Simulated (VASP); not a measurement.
# B2C (Immm) in VASP: settings compared

One crystal, B2C, is run at these levels: PBE, r2SCAN; tasks: relaxation of cell and atoms, single point.

Program: VASP 6.6.1. These are calculated values, not measurements. Logs are shortened: lines on timing, memory, paths and dates and some standing lists are left out, and cuts for length are marked.

**1. The structure**

The structure is orthorhombic, space group Immm (No. 71). The conventional cell has a = 2.578 Å, b = 3.418 Å, c = 7.332 Å, α = 90.00°, β = 90.00°, γ = 90.00°. B (site symmetry m2m) has 2 C at 1.55 Å and 2 B at 1.68 to 1.74 Å as nearest neighbours. C (site symmetry mmm) is surrounded by 4 B at 1.55 Å.

The cell was built by a generator and needn't be a form met in nature.

**2. Relaxation of cell and atoms, PBE**

The input, INCAR:

```
SYSTEM = B2C
PREC = Accurate ; ENCUT = 520
EDIFF = 1E-6 ; ISMEAR = 0
SIGMA = 0.1 ; LREAL = .False.
LASPH = .True. ; NELM = 120
ALGO = Normal ; ISIF = 3
LWAVE = .False. ; LCHARG = .False.
GGA = PE ; IBRION = 2
NSW = 90 ; EDIFFG = -0.01
KPAR = 4
```

The input, KPOINTS:

```
Automatic mesh
0
Gamma
  16 16 16
  0 0 0
```

The input, POSCAR:

```
B2C
1.0
   -1.2890000000      1.7090000000      3.6660000000
    1.2890000000     -1.7090000000      3.6660000000
    1.2890000000      1.7090000000     -3.6660000000
B C
2 1
Direct
    0.2542422500      0.5000000000      0.7542422500
    0.7457577500      0.5000000000      0.2457577500
    0.0000000000      0.0000000000      0.0000000000
```

Potentials or basis: VASP PAW PBE potentials, release 64 (B, C).

Command:

```console
cat potpaw_PBE.64/B/POTCAR potpaw_PBE.64/C/POTCAR > POTCAR
mpirun -np 4 vasp_std > vasp.out
```

OUTCAR:

```text
SYSTEM = B2C
   PREC = Accurate
   ENCUT = 520
   EDIFF = 1E-6
   ISMEAR = 0
   LREAL = .False.
   LASPH = .True.
   NELM = 120
   ISIF = 3
   GGA = PE
   IBRION = 2
   NSW = 90
   EDIFFG = -0.01

 ion  position               nearest neighbor table
   1  0.254  0.500  0.754-   3 1.55   3 1.55   2 1.68   2 1.74
   2  0.746  0.500  0.246-   3 1.55   3 1.55   1 1.68   1 1.74
   3  0.000  0.000  0.000-   1 1.55   2 1.55   1 1.55   2 1.55

  LATTYP: Found a body centered orthorhombic cell.
 ALAT       =     2.5780000000
 B/A-ratio  =     1.3258339798
 C/A-ratio  =     2.8440651668

  Lattice vectors:

 A1 = (  -1.2890000000,   1.7090000000,   3.6660000000)
 A2 = (   1.2890000000,  -1.7090000000,   3.6660000000)
 A3 = (   1.2890000000,   1.7090000000,  -3.6660000000)

Analysis of symmetry for initial positions (statically):
=====================================================================
 Subroutine PRICEL returns:
 Original cell was already a primitive cell.

 Routine SETGRP: Setting up the symmetry group for a
 body centered orthorhombic supercell.

 Subroutine GETGRP returns: Found  8 space group operations
 (whereof  8 operations were pure point group operations)
 out of a pool of  8 trial point group operations.

The static configuration has the point symmetry D_2h.

Analysis of symmetry for dynamics (positions and initial velocities):
=====================================================================
 Subroutine PRICEL returns:
 Original cell was already a primitive cell.

 Routine SETGRP: Setting up the symmetry group for a
 body centered orthorhombic supercell.

 Subroutine GETGRP returns: Found  8 space group operations
 (whereof  8 operations were pure point group operations)
 out of a pool of  8 trial point group operations.

The dynamic configuration has the point symmetry D_2h.

 Subroutine INISYM returns: Found  8 space group operations
 (whereof  8 operations are pure point group operations),
 and found     1 'primitive' translations

----------------------------------------------------------------------------------------

                                     Primitive cell

  volume of cell :      32.3033

  direct lattice vectors                    reciprocal lattice vectors
    -1.289000000  1.709000000  3.666000000     0.000000000  0.292568754  0.136388434
     1.289000000 -1.709000000  3.666000000     0.387897595  0.000000000  0.136388434
     1.289000000  1.709000000 -3.666000000     0.387897595  0.292568754  0.000000000

  length of vectors
     4.245204118  4.245204118  4.245204118     0.322797585  0.411176786  0.485861112

  position of ions in fractional coordinates (direct lattice)
     0.254242250  0.500000000  0.754242250
     0.745757750  0.500000000  0.245757750
     0.000000000  0.000000000  0.000000000

  ion indices of the primitive-cell ions
   primitive index   ion index
                 1           1
                 2           2
                 3           3

----------------------------------------------------------------------------------------

 KPOINTS: Automatic mesh

Automatic generation of k-mesh.
 Grid dimensions read from file:
 generate k-points for:   16   16   16

 Generating k-lattice:

  Cartesian coordinates                     Fractional coordinates (reciprocal lattice)
     0.000000000  0.018285547  0.008524277     0.062500000  0.000000000 -0.000000000
     0.024243600  0.000000000  0.008524277     0.000000000  0.062500000 -0.000000000
     0.024243600  0.018285547  0.000000000     0.000000000  0.000000000  0.062500000

  Length of vectors
     0.020174849  0.025698549  0.030366319

  Shift w.r.t. Gamma in fractional coordinates (k-lattice)
     0.000000000  0.000000000  0.000000000

 Subroutine IBZKPT returns following result:
 ===========================================

 Found    621 irreducible k-points:

 Following reciprocal coordinates:
            Coordinates               Weight
  0.000000  0.000000  0.000000      1.000000
  0.062500  0.000000  0.000000      4.000000
  0.125000  0.000000  0.000000      4.000000
  0.187500 -0.000000  0.000000      4.000000
  0.250000  0.000000  0.000000      4.000000
  0.312500 -0.000000  0.000000      4.000000
[... 16 lines left out ...]
 -0.187500  0.062500 -0.000000      8.000000
 -0.125000  0.062500  0.000000      8.000000
 [... further k-points ...]
   k-points           NKPTS =    621   k-points in BZ     NKDIM =    621   number of bands    NBANDS=      9
   number of dos      NEDOS =    301   number of ions     NIONS =      3
   total plane-waves  NPLWV =  32768
   dimension x,y,z NGX =    32 NGY =   32 NGZ =   32
   dimension x,y,z NGXF=    64 NGYF=   64 NGZF=   64
   ions per type =               2   1
   NGX,Y,Z   is equivalent  to a cutoff of  12.53, 12.53, 12.53 a.u.
   NGXF,Y,Z  is equivalent  to a cutoff of  25.06, 25.06, 25.06 a.u.
 SYSTEM =  B2C
   PREC   = accura    normal or accurate (medium, high low for compatibility)
   ISTART =      0    job   : 0-new  1-cont  2-samecut
   ICHARG =      2    charge: 1-file 2-atom 10-const
   ISPIN  =      1    spin polarized calculation?
   LNONCOLLINEAR =      F non collinear calculations
   LSORBIT =      F    spin-orbit coupling
   LASPH  =      T    aspherical Exc in radial PAW
   ENCUT  =  520.0 eV  38.22 Ry    6.18 a.u.   7.89  7.89  7.89*2*pi/ulx,y,z
   NELM   =    120;   NELMIN=  2; NELMDL= -5     # of ELM steps
   EDIFF  = 0.1E-05   stopping-criterion for ELM
   LREAL  =      F    real-space projection
   EDIFFG = -.1E-01   stopping-criterion for IOM
   NSW    =     90    number of steps for IOM
   IBRION =      2    ionic relax: 0-MD 1-quasi-New 2-CG
   NFREE  =      1    steps in history (QN), initial steepest desc. (CG)
   ISIF   =      3    stress and relaxation
   ISYM   =      2    0-nonsym 1-usesym 2-fastsym
   POTIM  = 0.5000    time-step for ionic-motion
   TEBEG  =    0.0;   TEEND  =   0.0 temperature during run
   PSTRESS=    0.0 pullay stress
   NELECT =      10.0000    total number of electrons
   NUPDOWN=      -1.0000    fix difference up-down
   EMIN   =  10.00;   EMAX   =-10.00  energy-range for DOS
   EFERMI =   0.00;   METHOD = LEGACY
   ISMEAR =     0;   SIGMA  =   0.10  broadening in eV -4-tet -1-fermi 0-gaus
   EFERMI_NEDOS =   21; number of points for ismear=-14 and -15
   IALGO  =     38    algorithm
   IMIX   =      4    mixing-type and parameters
     AMIX     =   0.40;   BMIX     =  1.00
     AMIX_MAG =   1.60;   BMIX_MAG =  1.00
  volume/ion in A,a.u.               =      10.77        72.66
  Fermi-wavevector in a.u.,A,eV,Ry     =   1.107454  2.092785 16.686924  1.226454
  Thomas-Fermi vector in A             =   2.243968
   LORBIT       =      0    0 simple, 1 ext, 2 COOP (PROOUT), +10 PAW based schemes
   GGA     = PE    functional components
   LHFCALC =     F    Hartree Fock is set to
   AEXX    =    0.0000 exact exchange contribution
   IVDW    =     0    specifies the selected vdW correction
   LEPSILON=     F    determine dielectric tensor
   LRPA    =     F    only Hartree local field effects (RPA)
 conjugate gradient relaxation of ions
 non-spin polarized calculation
 Gauss-broadening in eV      SIGMA  =   0.10
  energy-cutoff  :      520.00
  volume of cell :       32.30
 maximum number of plane-waves:       888
   NGX = 15   NGY = 15   NGZ = 15

--------------------------------------- Ionic step        1  -------------------------------------------

 number of electron      10.0000000 magnetization

 Free energy of the ion-electron system (eV)
  ---------------------------------------------------
  ext. energy  EPLUGINS =         0.00000000
  ---------------------------------------------------
  free energy    TOTEN  =       -21.20024713 eV

  energy without entropy =      -21.19784301  energy(sigma->0) =      -21.19904507

------------------------ aborting loop because EDIFF is reached ----------------------------------------

  FORCE on cell =-STRESS in cart. coord.  units (eV):
  Direction    XX          YY          ZZ          XY          YZ          ZX
  --------------------------------------------------------------------------------------
  -------------------------------------------------------------------------------------
  Total        0.0890886      0.2888547      0.0990273      0.0000000      0.0000000      0.0000000
  in kB        4.4186056     14.3265822      4.9115458      0.0000000      0.0000000      0.0000000
  external PRESSURE =       7.8855779 kB  Pullay stress =       0.0000000 kB
[... 92 lines left out ...]
  FREE ENERGIE OF THE ION-ELECTRON SYSTEM (eV)
  ---------------------------------------------------
  free  energy   TOTEN  =       -21.2006757119 eV

  energy  without entropy=      -21.1981452223  energy(sigma->0) =      -21.19941047

[... ionic steps 4 to 20 ...]

--------------------------------------- Ionic step       21  -------------------------------------------

 number of electron      10.0000000 magnetization

------------------------ aborting loop because EDIFF is reached ----------------------------------------

  FORCE on cell =-STRESS in cart. coord.  units (eV):
  Direction    XX          YY          ZZ          XY          YZ          ZX
  --------------------------------------------------------------------------------------
  -------------------------------------------------------------------------------------
  Total       -0.0975407      0.0303985      0.0036125      0.0000000      0.0000000      0.0000000
  in kB       -4.3728892      1.3628093      0.1619513      0.0000000      0.0000000      0.0000000
  external PRESSURE =      -0.9493762 kB  Pullay stress =       0.0000000 kB
[... 59 lines left out ...]
  energy  without entropy=      -21.2031099350  energy(sigma->0) =      -21.20437955

--------------------------------------- Ionic step       23  -------------------------------------------

 number of electron      10.0000000 magnetization

 Free energy of the ion-electron system (eV)
  ---------------------------------------------------
  ext. energy  EPLUGINS =         0.00000000
  ---------------------------------------------------
  free energy    TOTEN  =       -21.20569622 eV

  energy without entropy =      -21.20317198  energy(sigma->0) =      -21.20443410

 E-fermi :   2.2501     XC(G=0):  -8.6964

 val. band max:        2.2490096705   @ k =  -0.1875   0.3125   0.1250
 cond. band min:       2.2515987643   @ k =   0.4375  -0.1875   0.1250
 fundamental gap:      0.0025890938
 Fermi energy:         2.2501072046

 k-point     1 :       0.0000    0.0000    0.0000
  band No.  band energies     occupation
      1     -14.1573      2.00000
      2      -3.7470      2.00000
      3      -3.2517      2.00000
      4      -2.5240      2.00000
      5      -2.4143      2.00000
      6       5.8304      0.00000
      7       7.6214      0.00000
      8       8.2620      0.00000
      9       9.7130      0.00000
[... 265 lines left out ...]
 k-point    24 :      -0.1250    0.0625    0.0000
  band No.  band energies     occupation
      1     -14.0191      2.00000
      2      -4.9635      2.00000
      3      -3.0531      2.00000
      4      -2.6416      2.00000
      5      -1.0502      2.00000
      6       5.7431      0.00000
      7       6.1622      0.00000
      8       9.7290      0.00000
      9       9.9249      0.00000

 [... further k-points ...]
[... 5 lines left out ...]
  --------------------------------------------------------------------------------------
  -------------------------------------------------------------------------------------
  Total        0.0237173      0.0184447     -0.0001188     -0.0000000      0.0000000      0.0000000
  in kB        1.0621955      0.8260589     -0.0053193     -0.0000000      0.0000000      0.0000000
  external PRESSURE =       0.6276451 kB  Pullay stress =       0.0000000 kB
[... 18 lines left out ...]
  FREE ENERGIE OF THE ION-ELECTRON SYSTEM (eV)
  ---------------------------------------------------
  free  energy   TOTEN  =       -21.2056962230 eV

  energy  without entropy=      -21.2031719798  energy(sigma->0) =      -21.20443410

 reached required accuracy - stopping structural energy minimisation
```

It took 5.1 min on 4 MPI ranks of AMD EPYC 9R45 (Zen 5), shared host; peak memory 0.31 GiB.

What came out:

```yaml
Free_energy: -21.2057 eV
Relaxed_volume: 11.92 Å³/atom
Relaxed_cell: a = 4.584 Å, b = 4.584 Å, c = 4.584 Å, α = 147.37°, β = 136.08°, γ = 55.77°
Space_group_after_relaxing_to_0.05_Å: Immm (No. 71)
Energy_gained_by_relaxing: 1.8 meV/atom
Ionic_steps: 23
Pressure_after_relaxing: 0.1 GPa
Largest_force_after_relaxing: 0.003 eV/Å
Band_gap_on_the_k_mesh: none (metal or under the smearing width)
```

Forces on the atoms (eV/Å):
```
B    0.000  0.003  0.000
B    0.000 -0.003  0.000
C    0.000  0.000  0.000
```

Stress tensor (GPa, compression positive):
```
0.11 0.00 0.00
0.00 0.08 0.00
0.00 0.00 0.00
```

The path:
| step | energy change (eV) | largest force (eV/Å) | pressure (GPa) | volume (Å³) |
| --- | --- | --- | --- | --- |
| 1 | 0.0000 | 0.0316 | 0.79 | 32.30 |
| 2 | 0.0000 | 0.0785 | -0.70 | 32.55 |
| 3 | -0.0004 | 0.0239 | 0.02 | 32.43 |
| 4 | -0.0006 | 0.0336 | 0.13 | 32.48 |
| 5 | -0.0006 | 0.0316 | 0.12 | 32.48 |
| 6 | -0.0007 | 0.0165 | 0.16 | 32.52 |
| 7 | -0.0011 | 0.0274 | 0.25 | 32.66 |
| 8 | -0.0014 | 0.1140 | 0.42 | 32.93 |
| 9 | -0.0015 | 0.1127 | 0.41 | 32.95 |
| 10 | -0.0016 | 0.1077 | 0.39 | 33.01 |
| 11 | -0.0020 | 0.0979 | 0.36 | 33.13 |
| 12 | -0.0026 | 0.0795 | 0.33 | 33.37 |
| 13 | -0.0037 | 0.0402 | 0.25 | 33.85 |
| 14 | -0.0049 | 0.0424 | 0.08 | 34.81 |
| 15 | -0.0039 | 0.2182 | -0.25 | 36.73 |
| 16 | -0.0052 | 0.0920 | -0.02 | 35.35 |
| 17 | -0.0054 | 0.0183 | -0.11 | 35.85 |
| 18 | -0.0054 | 0.0135 | -0.12 | 35.83 |
| 19 | -0.0054 | 0.0017 | -0.12 | 35.78 |
| 20 | -0.0053 | 0.0450 | -0.07 | 35.56 |
| 21 | -0.0054 | 0.0058 | -0.09 | 35.74 |
| 22 | -0.0054 | 0.0006 | -0.10 | 35.76 |
| 23 | -0.0054 | 0.0031 | 0.06 | 35.77 |

Final structure:
```yaml
crystal:
  lattice:
    - [-1.28784, 1.71407, 4.05156]
    - [1.28784, -1.71407, 4.05156]
    - [1.28784, 1.71407, -4.05156]
  atoms:
    - { symbol: B, position: [0.25453, 0.50000, 0.75453] }
    - { symbol: B, position: [0.74547, 0.50000, 0.24547] }
    - { symbol: C, position: [0.00000, 0.00000, 0.00000] }
```

(Continued in part 2 of 2.)
